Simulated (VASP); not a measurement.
VASP input:

**KPOINTS**
```
Automatic mesh
0
Gamma
14 14 14
0 0 0
```

### INCAR
```
ALGO = Normal
EDIFF = 1E-7
ENCUT = 480
GGA = PS
ISIF = 2
ISMEAR = 1
LASPH = .True.
LCHARG = .False.
LMAXMIX = 6
LREAL = .False.
LWAVE = .False.
NELM = 100
PREC = Accurate
SIGMA = 0.1
SYSTEM = Au
```

POSCAR:
```
Au
2.9433470
  0.0000000000   0.7071066924   0.7071066924
  0.7071066924   0.0000000000   0.7071066924
  0.7071066924   0.7071066924   0.0000000000
Au
1
Cart
  0.0000000000   0.0000000000   0.0000000000
```

POTCAR, in this order: Au (PBE.64 set). Program: vasp_std.

Task: Translate this PBEsol calculation to Quantum ESPRESSO's pw.x.

Result: One equivalent input (not run):
```
&CONTROL
  calculation = 'scf'
  pseudo_dir = './pseudo'
  outdir = './out'
  tprnfor = .true.
  tstress = .true.
/
&SYSTEM
  ibrav = 0
  nat = 1
  ntyp = 1
  ecutwfc = 76
  occupations = 'smearing'
  smearing = 'methfessel-paxton'
  degauss = 0.00735
  input_dft = 'pbesol'
/
&ELECTRONS
  conv_thr = 7.3e-09
  electron_maxstep = 100
/
ATOMIC_SPECIES
  Au 196.967 Au.upf
CELL_PARAMETERS angstrom
     0.0000000    2.0812604    2.0812604
     2.0812604    0.0000000    2.0812604
     2.0812604    2.0812604    0.0000000
ATOMIC_POSITIONS crystal
  Au   0.0000000  0.0000000  0.0000000
K_POINTS automatic
  14 14 14 0 0 0
```
What does not carry over: the potentials are each code's own (VASP's PAW set, PseudoDojo norm-conserving files in pw.x), so ENCUT and ecutwfc are chosen apart and not converted; conv_thr bounds pw.x's estimated SCF error, while EDIFF bounds the energy change between steps.

The compound is Au in the fcc structure. This cell was strained or had an atom moved on purpose.
